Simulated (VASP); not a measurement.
Energy against volume of HgTe (zinc blende). These are LDA (Ceperley-Alder, Perdew-Zunger), VASP's LDA PAW potentials (set 64) (plane waves; VASP) values and carry that method's errors.

| V (Å³/atom) | E (eV/atom) |
|---|---|
| 31.506 | -2.49887 |
| 32.512 | -2.51436 |
| 33.517 | -2.51914 |
| 34.523 | -2.51499 |
| 35.528 | -2.50343 |

Question: Fit a third-order Birch-Murnaghan equation of state.

Answer: 
```json
{
 "volume_per_atom": "33.52 Å^3/atom",
 "bulk_modulus": "47.2 GPa",
 "pressure_derivative_of_the_bulk_modulus": "5.14",
 "lattice_constant_a": "6.449 Å"
}
```

Measured: bulk modulus 42.3 GPa (computed value off by +11.6 %), as given by Cormac Toher et al., Physical Review Materials (2017), arXiv:1611.05714; a 6.460 Å (computed value off by -0.2 %), as given by R. J. Cava et al., Journal of Materials Chemistry C (2013), arXiv:1302.1059. The calculation is for a static lattice, while the measured bulk modulus, a hold thermal and zero-point effects, which are part of the difference.

The compound is HgTe in the zinc blende structure. It was relaxed first.
